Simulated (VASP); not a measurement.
All values below come from PBEsol GGA, VASP's PBE PAW potentials (set 64) (plane waves; VASP 6.6.1).

The input files of a VASP run:

### INCAR
```
SYSTEM = NaCl
PREC = Accurate; ENCUT = 400; LREAL = .False.
LASPH = .True.; ICHARG = 11
EDIFF = 1E-7; NELM = 100; ALGO = Normal
ISMEAR = 0; SIGMA = 0.05
GGA = PS
LWAVE = .False.; LCHARG = .False.; LORBIT = 11
```

File POSCAR:
```
NaCl
1
    0.0000000000     2.7951718011     2.7951718011
    2.7951718011     0.0000000000     2.7951718011
    2.7951718011     2.7951718011     0.0000000000
Na Cl
1 1
Direct
  0.0000000000   0.0000000000   0.0000000000
  0.5000000000   0.5000000000   0.5000000000
```

KPOINTS:
```
k-points along high-symmetry lines
15
Line-mode
Reciprocal
  0.000000   0.000000   0.000000 ! GAMMA
  0.500000   0.000000   0.500000 ! X

  0.500000   0.000000   0.500000 ! X
  0.625000   0.250000   0.625000 ! U

  0.375000   0.375000   0.750000 ! K
  0.000000   0.000000   0.000000 ! GAMMA

  0.000000   0.000000   0.000000 ! GAMMA
  0.500000   0.500000   0.500000 ! L

  0.500000   0.500000   0.500000 ! L
  0.500000   0.250000   0.750000 ! W

  0.500000   0.250000   0.750000 ! W
  0.500000   0.000000   0.500000 ! X
```

POTCAR, in this order: Na_pv Cl (PBE.64 set). Program: vasp_std. Read from the step before: CHGCAR.

The resulting files:

File OSZICAR:
```
       N       E                     dE             d eps       ncg     rms          rms(c)
DAV:   1     0.809078439872E+02    0.80908E+02   -0.65971E+03  2004   0.108E+03
DAV:   2    -0.121592700978E+00   -0.81029E+02   -0.74741E+02  2269   0.246E+02
DAV:   3    -0.646326097805E+01   -0.63417E+01   -0.63074E+01  2397   0.719E+01
DAV:   4    -0.658335802941E+01   -0.12010E+00   -0.11999E+00  2220   0.109E+01
DAV:   5    -0.658627198373E+01   -0.29140E-02   -0.29135E-02  2486   0.165E+00
DAV:   6    -0.658636386748E+01   -0.91884E-04   -0.91883E-04  2433   0.294E-01
DAV:   7    -0.658636726351E+01   -0.33960E-05   -0.33960E-05  2631   0.478E-02
DAV:   8    -0.658636739353E+01   -0.13002E-06   -0.13004E-06  2192   0.814E-03
DAV:   9    -0.658636739972E+01   -0.61882E-08   -0.61654E-08  1751   0.161E-03
   1 F= -.65863674E+01 E0= -.65863674E+01  d E =-.858125E-13
```

### OUTCAR
```
 val. band max:       -0.6286179748   @ k =   0.0000   0.0000   0.0000

 cond. band min:       4.4001607649   @ k =   0.0000   0.0000   0.0000



 k-point     1 :       0.0000    0.0000    0.0000
  band No.  band energies     occupation
      1     -21.2300      2.00000
      2     -21.2300      2.00000
      3     -21.2300      2.00000
      4     -13.3363      2.00000
      5      -0.6286      2.00000
      6      -0.6286      2.00000
      7      -0.6286      2.00000
      8       4.4002      0.00000
      9      10.3930      0.00000
     10      10.3930      0.00000
     11      10.3930      0.00000

 k-point     2 :       0.0357    0.0000    0.0357
  band No.  band energies     occupation
      1     -21.2302      2.00000
      2     -21.2297      2.00000
      3     -21.2297      2.00000
      4     -13.3304      2.00000
      5      -0.6693      2.00000
      6      -0.6377      2.00000
      7      -0.6377      2.00000
      8       4.4630      0.00000
      9      10.2961      0.00000
     10      10.4252      0.00000
     11      10.4252      0.00000

 k-point     3 :       0.0714    0.0000    0.0714
  band No.  band energies     occupation
      1     -21.2316      2.00000
      2     -21.2302      2.00000
      3     -21.2302      2.00000
      4     -13.3132      2.00000
      5      -0.7838      2.00000
      6      -0.6645      2.00000
      7      -0.6645      2.00000
      8       4.6431      0.00000
      9      10.0431      0.00000
     10      10.5209      0.00000
     11      10.5209      0.00000

 k-point     4 :       0.1071    0.0000    0.1071
  band No.  band energies     occupation
      1     -21.2334      2.00000
      2     -21.2308      2.00000
      3     -21.2308      2.00000
      4     -13.2855      2.00000
      5      -0.9530      2.00000
      6      -0.7069      2.00000
      7      -0.7069      2.00000
      8       4.9197      0.00000
      9       9.7056      0.00000
     10      10.6771      0.00000
...
```

The density is held fixed in this step, so its total energy and stress have no physical meaning.

The structure was generated: NaCl was put into the rock salt type (Fm-3m), which need not be its known phase. It was relaxed first, which changed the volume by -10 %.
